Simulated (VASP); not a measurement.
An input for Ansatz (written as the equivalent of a VASP run, and not itself run):

Ansatz 0.2 input:
```yaml
crystal:
  lattice:
    - [-2.4688210, 2.4688210, 5.5873250]
    - [2.4688210, -2.4688210, 5.5873250]
    - [2.4688210, 2.4688210, -5.5873250]
  atoms:
    - { symbol: V, position: [0.5000000, 0.5000000, 0.0000000] }
    - { symbol: V, position: [0.2500000, 0.7500000, 0.5000000] }
    - { symbol: Bi, position: [0.0000000, 0.0000000, 0.0000000] }
    - { symbol: Bi, position: [0.7500000, 0.2500000, 0.5000000] }
    - { symbol: O, position: [0.1708500, 0.5619000, 0.8910100] }
    - { symbol: O, position: [0.3119000, 0.9208900, 0.8910500] }
    - { symbol: O, position: [0.6708900, 0.2798400, 0.1089900] }
    - { symbol: O, position: [0.0298400, 0.4208500, 0.1089500] }
    - { symbol: O, position: [0.5791500, 0.6881000, 0.6089900] }
    - { symbol: O, position: [0.4381000, 0.3291100, 0.6089500] }
    - { symbol: O, position: [0.0791100, 0.9701600, 0.3910100] }
    - { symbol: O, position: [0.7201600, 0.8291500, 0.3910500] }
kpoints:
  mp_grid: { grid: [5, 5, 5] }
hamiltonian:
  xc: revpbe
  pseudopotentials: { kind: paw }
scf:
  occupations: { method: fermi_dirac, width: 0.02 }
  max_iter: 100
output: { forces: true, stress: true, eigenvalues: true }
```

Translate this input to VASP (INCAR, KPOINTS, POSCAR, choice of POTCAR).

One answer among several that fit: 
**KPOINTS**
```
Automatic mesh
0
Gamma
  5 5 5
0 0 0
```

**POSCAR**
```
VBiO4
6.5885020
 -0.3747165896   0.3747165896   0.8480417855
  0.3747165896  -0.3747165896   0.8480417855
  0.3747165896   0.3747165896  -0.8480417855
V Bi O
2 2 8
Cart
  0.0000000000   0.0000000000   0.8480417855
  0.3747165896   0.0000000000   0.4240208928
  0.0000000000   0.0000000000   0.0000000000
  0.0000000000   0.3747165896   0.4240208928
  0.4804091509   0.1873433061  -0.1342110930
  0.5620898731   0.1056925613   0.2898097998
 -0.1056925613   0.1873732835   0.7138306925
  0.1873433061  -0.1056925613   0.2898097998
  0.2690240283   0.1873732835   0.5582319857
  0.1873433061   0.2690240283   0.1342110930
  0.4804091509  -0.1873732835   0.5582319857
  0.1873732835   0.1056925613   0.9822528785
```

INCAR:
```
SIGMA=0.02   ! width (eV)
ISMEAR=-1
LREAL=F
PREC=Accurate
ENCUT=400   ! plane-wave cut-off (eV)
GGA=RE   ! revPBE
ALGO=Normal   ! blocked Davidson
LASPH=T   ! aspherical one-centre terms
LCHARG=F
EDIFF=1E-6
NELM=100   ! most electronic steps
LWAVE=F
LMAXMIX=4
SYSTEM=VBiO4
ISIF=2   ! forces and stress, cell fixed
```

POTCAR, in this order: V_sv Bi_d O (PBE.64 set). Program: vasp_std.

Limits of the translation: each code has its own PAW files, so the cut-off isn't converted (ENCUT is set for VASP's; basis.ecutwfc is left out, and Ansatz then takes the one that its files recommend); Ansatz stops its SCF on the density residual and VASP on the energy change (EDIFF).

The structure comes from a computed database's VBiO4 entry; how it stands against other phases isn't given here. The cell was not relaxed at this level, and its volume differs by -8.7 % from the start's.
